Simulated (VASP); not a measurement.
# Band edges against the vacuum: CdTe(110)

Aim: ionisation energy and electron affinity of CdTe(110), from a slab and a bulk run lined up through core potentials.

Method: PBE; plane waves and PAW (Cd, Te), in VASP 6.6.1.

This is a report of a sequence of runs, with most program output left out.

## Step 1: Starting point

Symmetry: F-43m, No. 216, cubic system. Conventional cell: a = 6.480 Å, b = 6.480 Å, c = 6.480 Å, α = 90.00°, β = 90.00°, γ = 90.00°. Cd has 4 Te at 2.81 Å nearest. Te has 4 Cd at 2.81 Å nearest. Farther neighbours and most contacts between anions are not listed.

As a file:

```
Cd Te
1.0
     0.00000    3.24000    3.24000
     3.24000    0.00000    3.24000
     3.24000    3.24000    0.00000
Cd Te
1 1
Direct
  0.00000 0.00000 0.00000
  0.25000 0.25000 0.25000
```

## Step 2: Relaxing the bulk crystal

The later steps need the crystal at this functional's own lattice; a raised cutoff keeps the stress reliable while the cell changes.

File INCAR:

```
SYSTEM = CdTe
PREC = Accurate
ENCUT = 360
EDIFF = 1E-06
NELM = 120
ISMEAR = 0
SIGMA = 0.03
LREAL = .FALSE.
ALGO = Normal
GGA = PE
NBANDS = 15
LORBIT = 11
LWAVE = .FALSE.
LCHARG = .FALSE.
KPAR = 4
IBRION = 2
NSW = 40
ISIF = 3
EDIFFG = -0.02
POTIM = 0.4
```

File POSCAR:

```
CdTe
1.0
    0.0000000000      3.2400000000      3.2400000000
    3.2400000000      0.0000000000      3.2400000000
    3.2400000000      3.2400000000      0.0000000000
Cd Te
1 1
Direct
    0.0000000000      0.0000000000      0.0000000000
    0.2500000000      0.2500000000      0.2500000000
```

File KPOINTS:

```
Automatic mesh
0
Gamma
5 5 5
0 0 0
```

PAW data sets: Cd and Te (PBE family, release 64).

The run is started by

```bash
mpirun -np 4 vasp_std
```

It took 3.6 s on 4 MPI ranks of Intel Xeon 6975P-C (Granite Rapids), shared host; peak memory 0.57 GiB; 12 s of CPU time.

The run keeps the 24 symmetry operations of its start, so it cannot find a distortion of lower symmetry.

The steps of the relaxation:

```csv
step,energy less that of the first step (eV),largest force (eV/Å),pressure (GPa),volume (Å³)
1,0.0000,0.0000,2.45,68.02
2,-0.0304,0.0000,0.03,72.21
```

```csv
"conventional cell, symmetrised",before,after,change
a (Å),6.480,6.610,+2.0 %
b (Å),6.480,6.610,+2.0 %
c (Å),6.480,6.610,+2.0 %
volume (Å³/atom),34.01,36.10,+6.1 %
```

The relaxed structure:

```
Cd Te
1.0
     0.00000    3.30507    3.30507
     3.30507    0.00000    3.30507
     3.30507    3.30507    0.00000
Cd Te
1 1
Direct
  0.00000 0.00000 0.00000
  0.25000 0.25000 0.25000
```

This step gave:

```
electronic cycles   : 21
electrons           : 18
free energy (TOTEN) : -4.783 eV
Fermi energy        : 2.035 eV
```

The run ended after 2 ionic steps, 0.030 eV below its first step, once forces and stress met EDIFFG = -0.02.

## Step 3: Relax the host again, on a new basis

The volume changed by more than 5 %, so the plane waves of the start no longer fit; a second relaxation removes that error.

INCAR: that of step 2 with these lines changed.

```diff
@@ -16,3 +16,3 @@
 IBRION = 2
-NSW = 40
+NSW = 30
 ISIF = 3
```

File POSCAR:

```
CdTe
1.0
    0.0000000000      3.3050725516      3.3050725516
    3.3050725516      0.0000000000      3.3050725516
    3.3050725516      3.3050725516      0.0000000000
Cd Te
1 1
Direct
    0.0000000000      0.0000000000      0.0000000000
    0.2500000000      0.2500000000      0.2500000000
```

KPOINTS is that of step 2.

The run is started by

```bash
mpirun -np 4 vasp_std
```

It took 3.4 s on 4 MPI ranks; peak memory 0.59 GiB.

Little changed from the start: no atom moved by 0.005 Å and no cell edge by 0.1 %.

Numbers from this step:

* electronic cycles: 12
* free energy (TOTEN): -4.791 eV
* Fermi energy: 2.034 eV

The start already met the threshold, so nothing moved.

## Step 4: Band edges of the bulk

A static bulk run at the slab's cutoff gives the band edges and the core potentials that tie them to the slab.

File INCAR:

```
SYSTEM = CdTe
PREC = Normal
ENCUT = 320
EDIFF = 1E-06
NELM = 120
ISMEAR = 0
SIGMA = 0.03
LREAL = .FALSE.
ALGO = Normal
GGA = PE
NBANDS = 15
LORBIT = 11
LWAVE = .FALSE.
LCHARG = .FALSE.
KPAR = 4
```

POSCAR is that of step 3.

File KPOINTS:

```
Automatic mesh
0
Gamma
11 11 11
0 0 0
```

The run is started by

```bash
mpirun -np 4 vasp_std
```

The job ended after 3.6 s (4 MPI ranks; peak memory 0.55 GiB; 12 s of CPU time).

The gap is read on the k-mesh alone, so it is an upper bound where the band edges lie off the mesh.

Numbers from this step:

```
free energy (TOTEN)            : -4.810 eV
Fermi energy                   : 1.982 eV
metallic                       : no
gap on the k-mesh              : 0.5882 eV
least direct gap on the k-mesh : 0.5882 eV
```

## Step 5: Relaxing the slab

System of this step: CdTe(110). The cell holds 18 atoms: 9 Cd and 9 Te. Its edges and angles: a = 4.674 Å, b = 6.610 Å, c = 34.696 Å, α = 90.0°, β = 90.0°, γ = 90.0°. It derives from CdTe. 9 layers, cut at this functional's lattice. Vacuum lies along c.

All atoms relax at the fixed cell.

File INCAR:

```
SYSTEM = CdTe
PREC = Normal
ENCUT = 320
EDIFF = 1E-05
NELM = 120
ISMEAR = 0
SIGMA = 0.03
LREAL = Auto
ALGO = Fast
GGA = PE
NBANDS = 100
LORBIT = 11
LWAVE = .FALSE.
LCHARG = .FALSE.
KPAR = 2
NCORE = 2
IBRION = 2
NSW = 60
ISIF = 2
EDIFFG = -0.03
POTIM = 0.4
MAXMIX = 40
IDIPOL = 3
LDIPOL = .TRUE.
DIPOL = 0.5 0.5 0.5
```

File POSCAR:

```
CdTe
1.0
    4.6740784271      0.0000000000      0.0000000000
    0.0000000000      6.6101451032      0.0000000000
    0.0000000000      0.0000000000     34.6963137084
Cd Te
9 9
Direct
    0.0000000000      0.0000000000      0.2305720400
    0.5000000000      0.5000000000      0.2979290300
    0.0000000000      0.0000000000      0.3652860200
    0.5000000000      0.5000000000      0.4326430100
    0.0000000000      0.0000000000      0.5000000000
    0.5000000000      0.5000000000      0.5673569900
    0.0000000000      0.0000000000      0.6347139800
    0.5000000000      0.5000000000      0.7020709700
    0.0000000000      0.0000000000      0.7694279600
    0.0000000000      0.7500000000      0.2979290300
    0.5000000000      0.2500000000      0.2305720400
    0.0000000000      0.7500000000      0.4326430100
    0.5000000000      0.2500000000      0.3652860200
    0.0000000000      0.7500000000      0.5673569900
    0.5000000000      0.2500000000      0.5000000000
    0.0000000000      0.7500000000      0.7020709700
    0.5000000000      0.2500000000      0.6347139800
    0.5000000000      0.2500000000      0.7694279600
```

File KPOINTS:

```
Automatic mesh
0
Gamma
5 4 1
0 0 0
```

The run is started by

```bash
mpirun -np 4 vasp_std
```

Wall time 9.7 min (4 MPI ranks); peak memory 1.3 GiB.

The run keeps the 4 symmetry operations of its start, so it cannot find a distortion of lower symmetry.

Relaxation path (22 of 31):

```csv
step,energy less that of the first step (eV),largest force (eV/Å)
1,0.0000,0.9985
2,-0.1193,0.8838
4,-0.4093,0.7657
5,-0.4524,0.5917
7,-0.7748,0.3354
8,-0.8208,0.1369
10,-0.8312,0.0877
11,-0.8332,0.1117
12,-0.8395,0.0479
14,-0.8408,0.1006
15,-0.8413,0.0635
17,-0.8413,0.0722
18,-0.8445,0.0473
20,-0.8461,0.0380
21,-0.8461,0.0434
22,-0.8461,0.0430
24,-0.8475,0.0329
25,-0.8478,0.0333
27,-0.8478,0.0383
28,-0.8478,0.0423
30,-0.8487,0.0377
31,-0.8492,0.0223
```

The atoms that moved most (Å):

```csv
atom,dx,dy,dz,length
Cd9,0.000,0.391,-0.521,0.652
Cd1,0.000,0.391,0.521,0.652
Te11,0.000,0.070,-0.286,0.294
Te18,0.000,0.070,0.286,0.294
Cd2,0.000,-0.122,-0.189,0.225
Cd8,0.000,-0.122,0.189,0.225
Te10,0.000,-0.094,0.003,0.094
Te16,0.000,-0.094,-0.003,0.094
```

Final coordinates:

```cif
data_structure
_symmetry_space_group_name_H-M 'P 1'
_symmetry_Int_Tables_number 1
_cell_length_a 4.6741
_cell_length_b 6.6101
_cell_length_c 34.6963
_cell_angle_alpha 90.000
_cell_angle_beta 90.000
_cell_angle_gamma 90.000
_cell_volume 1071.99
loop_
_atom_site_label
_atom_site_type_symbol
_atom_site_fract_x
_atom_site_fract_y
_atom_site_fract_z
_atom_site_occupancy
Cd1 Cd 0.00000 0.05923 0.24559 1
Cd2 Cd 0.50000 0.48158 0.29249 1
Cd3 Cd 0.00000 0.99061 0.36544 1
Cd4 Cd 0.50000 0.49066 0.43124 1
Cd5 Cd 0.00000 0.99505 0.50000 1
Cd6 Cd 0.50000 0.49066 0.56876 1
Cd7 Cd 0.00000 0.99061 0.63456 1
Cd8 Cd 0.50000 0.48158 0.70751 1
Cd9 Cd 0.00000 0.05923 0.75441 1
Te10 Te 0.00000 0.73580 0.29803 1
Te11 Te 0.50000 0.26063 0.22234 1
Te12 Te 0.00000 0.74196 0.43269 1
Te13 Te 0.50000 0.24406 0.36312 1
Te14 Te 0.00000 0.74196 0.56731 1
Te15 Te 0.50000 0.24589 0.50000 1
Te16 Te 0.00000 0.73580 0.70197 1
Te17 Te 0.50000 0.24406 0.63688 1
Te18 Te 0.50000 0.26063 0.77766 1
```

Numbers from this step:

* electronic cycles: 231
* electrons: 162
* free energy (TOTEN): -42.49 eV
* Fermi energy: -0.7968 eV
* dipole moment: 0, 0, 0 e·Å
* gap on the k-mesh: 0.9407 eV
* least direct gap on the k-mesh: 0.9407 eV

The run ended after 31 ionic steps, 0.849 eV below its first step, once the forces on the free atoms met EDIFFG = -0.03.

## Step 6: Potential and states of the slab

A static run writes the electrostatic potential without exchange and correlation (LVHAR), which is flat in the vacuum and gives the level to count from. The dipole correction cancels the field that unlike faces would set up across the vacuum.

File INCAR:

```
SYSTEM = CdTe
PREC = Normal
ENCUT = 320
EDIFF = 1E-06
NELM = 120
ISMEAR = 0
SIGMA = 0.03
LREAL = Auto
ALGO = Fast
GGA = PE
NBANDS = 100
LORBIT = 11
LWAVE = .FALSE.
LCHARG = .TRUE.
KPAR = 2
IDIPOL = 3
LDIPOL = .TRUE.
DIPOL = 0.5 0.5 0.5
LVHAR = .TRUE.
LVACPOTAV = .TRUE.
NEDOS = 1500
```

File POSCAR:

```
CdTe
1.0
    4.6740784271      0.0000000000      0.0000000000
    0.0000000000      6.6101451032      0.0000000000
    0.0000000000      0.0000000000     34.6963137084
Cd Te
9 9
Direct
    0.0000000000      0.0592250298      0.2455858734
    0.5000000000      0.4815790023      0.2924882986
    0.0000000000      0.9906130204      0.3654418070
    0.5000000000      0.4906615834      0.4312382181
    0.0000000000      0.9950488611      0.5000000000
    0.5000000000      0.4906615834      0.5687617819
    0.0000000000      0.9906130204      0.6345581930
    0.5000000000      0.4815790023      0.7075117014
    0.0000000000      0.0592250298      0.7544141266
    0.0000000000      0.7357971994      0.2980296404
    0.5000000000      0.2606327474      0.2223417032
    0.0000000000      0.7419593240      0.4326866292
    0.5000000000      0.2440630582      0.3631152870
    0.0000000000      0.7419593240      0.5673133708
    0.5000000000      0.2458892090      0.5000000000
    0.0000000000      0.7357971994      0.7019703596
    0.5000000000      0.2440630582      0.6368847130
    0.5000000000      0.2606327474      0.7776582968
```

KPOINTS is that of step 5.

File KPOINTS_OPT:

```
Line mode
14
Line-mode
Reciprocal
  0.00000000   0.00000000   0.00000000 GAMMA
  0.50000000   0.00000000   0.00000000 X

  0.50000000   0.00000000   0.00000000 X
  0.50000000   0.50000000   0.00000000 S

  0.50000000   0.50000000   0.00000000 S
  0.00000000   0.50000000   0.00000000 Y

  0.00000000   0.50000000   0.00000000 Y
  0.00000000   0.00000000   0.00000000 GAMMA

  0.00000000   0.00000000   0.00000000 GAMMA
  0.50000000   0.50000000   0.00000000 S
```

The run is started by

```bash
mpirun -np 4 vasp_std
```

It took 4.7 min on 4 MPI ranks; peak memory 1.8 GiB; 18 min of CPU time.

Numbers from this step:

```
electronic cycles                                 : 20
Fermi energy                                      : -0.8186 eV
least gap on mesh and path                        : 0.9405 eV
least direct gap on mesh and path                 : 0.9406 eV
vacuum levels                                     : 4.283, 4.283 eV
ionisation potentials of the upper and lower face : 5.236, 5.236 eV
electron affinities of the upper and lower face   : 4.296, 4.296 eV
```

The electronic bands at the labelled points (eV, zero at the valence-band top; v1 is the highest filled band, c1 the lowest empty one):

```csv
point,v4,v3,v2,v1,c1,c2,c3,c4
Γ,-0.19,-0.11,-0.06,0.00,0.94,1.55,2.03,2.39
0.54 of the way,-0.79,-0.77,-0.64,-0.36,2.29,2.57,2.75,2.80
X,-1.13,-0.88,-0.86,-0.75,2.28,2.31,2.69,2.79
0.46 of the way,-0.93,-0.87,-0.80,-0.72,2.38,2.46,2.55,2.69
S,-0.82,-0.80,-0.62,-0.61,1.87,2.00,2.29,2.68
0.46 of the way,-0.73,-0.69,-0.59,-0.56,2.44,2.51,2.71,2.77
Y,-0.66,-0.64,-0.59,-0.58,1.83,1.84,2.05,2.08
0.54 of the way,-0.32,-0.28,-0.26,-0.26,1.73,1.78,1.90,2.09
Γ,-0.19,-0.11,-0.06,0.00,0.94,1.55,2.03,2.39
0.54 of the way,-0.70,-0.67,-0.45,-0.45,2.06,2.54,2.82,2.82
S,-0.82,-0.80,-0.62,-0.61,1.87,2.00,2.29,2.68
```

Of the projections kept (Cd, Te), the largest for each band there; the rest of the weight can lie on other orbitals:

```csv
point,v4,v3,v2,v1,c1,c2,c3,c4
Γ,Te 0.82,Te 0.83,Te 0.84,Te 0.84,Te 0.51,Te 0.58,Te 0.55,Cd 0.51
X,Te 0.84,Te 0.86,Te 0.81,Te 0.84,Cd 0.60,Cd 0.60,Cd 0.61,Cd 0.58
S,Te 0.81,Te 0.82,Te 0.86,Te 0.84,Cd 0.64,Cd 0.57,Cd 0.58,Te 0.51
Y,Te 0.80,Te 0.81,Te 0.83,Te 0.83,Cd 0.62,Cd 0.60,Cd 0.55,Cd 0.58
Γ,Te 0.82,Te 0.83,Te 0.84,Te 0.84,Te 0.51,Te 0.58,Te 0.55,Cd 0.51
S,Te 0.81,Te 0.82,Te 0.86,Te 0.84,Cd 0.64,Cd 0.57,Cd 0.58,Te 0.51
```

The planar average of the electrostatic potential oscillates, so the rows of the table below give means over windows of 2.39 Å about each position, cut where the curve ends. Its maxima inside the range that stand out by 2 % of the span (Å: eV): 9.0: 0.909, 11.5: 2.09, 13.8: 2.02, 16.2: 2.07, 18.5: 2.07, 20.9: 2.02, 23.2: 2.09, 25.7: 0.909. Its minima: 7.8: -4.70, 10.3: -5.98, 12.6: -5.78, 15.0: -5.82, 17.3: -5.82, 19.7: -5.82, 22.1: -5.78, 24.4: -5.98, 26.9: -4.70.

Zero at the Fermi level. The planar average of the electrostatic potential by height; means over each step:

height (Å), planar average of the electrostatic potential (eV) and a bar from the least value:
```
     1.20       5.11 ##############################
     3.58       5.11 ##############################
     5.97       4.23 ##########################
     8.36      -1.60 ##
    10.75      -2.05 
    13.14      -1.84 #
    15.53      -1.90 #
    17.92      -1.90 #
    20.31      -1.86 #
    22.70      -1.97 #
    25.09      -2.17 
    27.48      -0.09 #########
    29.87       5.07 ##############################
    32.26       5.11 ##############################
```

Density of states in the PAW spheres, an atom over height of the layer and energy from the Fermi level.

Ten even steps from '0' (0.00 states/eV) to '9' (1.34 states/eV), each cell a mean:
```
000000000000000
000000000000000
000000000000000
000000000000000
510441222144015
911661333166119
911661444166119
812651343156218
411671444176114
411562444265114
211431232134112
201331222133102
100000000000001
111100000001111
110100000001011
111111111111111
232212111212232
225444444444522
112233333332211
000000000000000
000000000000000
000000000000000
```
Columns: height of the layer (Å) from 7.7 to 27 (not evenly spaced); rows upwards: energy from the Fermi level (eV) from -4.9 to 0.5.

Valence density in the cb plane at fractional x = 0.000, with atoms of Cd and Te within 0.2 Å of it. It is the smooth field of the valence electrons, not physical close to the nuclei.

Ten steps, logarithmic in the rise over the least value, from '0' (-0.3 e/Å³) to '9' (8.6 e/Å³), each cell a mean:
```
33333333333333333333346775444444579986444444
33333333333333333333334444444444467765444444
33333333333333333333333344454554445544455445
33333333333333333333333344543444444444454335
33333333333333333333333334540244433334453024
33333333333333333333333334443444433333444345
33333333333333333333333334454444333333444454
33333333333333333333333333444443333333344444
33333333333333333333333333334333333333333333
33333333333333333333333333333333333333333333
33333333333333333333333333333333333333333333
33333333333333333333333333333333333333333333
33333333333333333333333333333333333333333333
33333333333333333333334443333333333333333333
33333333333333333333345665433333334443333333
33333333333333333333457886433333345554333333
33333333333333333333468997533333468875433333
33333333333333333333458997543333579986433333
```
Columns run along c (16.0 Å, from fractional 0.00 to 0.46 of the cell), rows up along b (6.6 Å). Atoms in or near the plane, at fractional coordinates: Cd at (0.25, 0.06), Cd at (0.37, 0.99), Te at (0.30, 0.74), Te at (0.43, 0.74).

Electrostatic potential energy in the cb plane at fractional x = 0.000, with atoms of Cd and Te within 0.2 Å of it. With pseudopotentials it is smooth inside the atoms' cores, unlike the true potential.

Ten even steps from '0' (-61 eV) to '9' (4 eV), each cell a mean:
```
99999999999999999999987777899999877777899999
99999999999999999999998888887789877778888778
99999999999999999999999999731258988788872115
99999999999999999999999998400016999999830001
99999999999999999999999998300005999999820000
99999999999999999999999998400016999999840002
99999999999999999999999999731258999999974236
99999999999999999999999999987889999999998889
99999999999999999999999999999999999999999999
99999999999999999999999999999999999999999999
99999999999999999999999999999999999999999999
99999999999999999999999999999999999999999999
99999999999999999999999999999999999999999999
99999999999999999999998889999999999999999999
99999999999999999999987778899999999899999999
99999999999999999999977777899999987788999999
99999999999999999999877667799999877777999999
99999999999999999999877677899999877677899999
```
Columns run along c (16.0 Å, from fractional 0.00 to 0.46 of the cell; values clipped at the 3rd and 97th percentile), rows up along b (6.6 Å). Atoms in or near the plane, at fractional coordinates: Cd at (0.25, 0.06), Cd at (0.37, 0.99), Te at (0.30, 0.74), Te at (0.43, 0.74).

The map of layer states is cut here 0.5 eV above the Fermi level, so it leaves out the states above that, and it starts at -5 eV, leaving out a taller peak below that would set the scale.

The vacuum level lies 5.24 eV above the highest filled level at the upper face; both faces agree, as the slab has next to no dipole.

The program found no field-free point at its default tolerance, but its printed level agrees with the flat part of the planar average.

## Step 7: Lining up bulk and slab

This step: band edges against the vacuum, PBE; plane waves and PAW (VASP 6.6.1).

This step runs nothing: it gathers the runs above.

This step gave:

```yaml
ionisation_energy: 5.219 eV
offset_spread: 0.007600 eV
bulk_gap: 0.5882 eV
slab_gap: 0.9405 eV
electron_affinity: 4.630 eV
buckling: 0.8065 Å
tilt: 31.21 degree
surface_energy_relaxed: 0.2086 J/m²
```

The averaged core potentials of the four middle atoms lie -2.765 eV from those of the bulk run. The bulk valence top (1.830 eV), moved by that offset, is taken from the upper vacuum level (4.283 eV).

## Step 8: Summary of results

* ionisation energy: 5.22 eV
* electron affinity: 4.63 eV
* buckling: 0.806 Å
* surface energy, relaxed: 0.209 J/m²

**Reading.** The bulk valence-band top lies 5.22 eV below the vacuum of CdTe(110), and the conduction-band bottom 4.63 eV. The top layer buckles by 0.81 Å, a tilt of 31°, with Te outermost, as the anion takes the dangling-bond electrons and the cation flattens towards sp². The surface costs 0.21 J/m². The slab's least gap is 0.94 eV, against 0.59 eV in the bulk. Confinement widens it, surface states can narrow it, and the two gaps need not lie at the same wave vector; the faces' own affinities count to the slab's lowest empty state. The offsets of the four middle atoms spread by 0.01 eV; a shift common to all four would not show in it. One thickness was run. Semilocal band edges put the valence top too high and the gap too small. Spin-orbit coupling, left out here, would raise the valence top further.

[Lines on the potential files, build, host, timing and source positions are cut from VASP's logs without a mark.]

[Logs are printed without paths, hosts, clocks, repeated set-up lines and the standing remarks that a program may print on its own settings, such as how far it seeks lower states.]

[Hosts, paths, dates, database ids (printed as entryN), source tags and the programs' standing remarks are cut or masked in the printed files.]

[Runs that stopped without an error message from VASP are left out.]
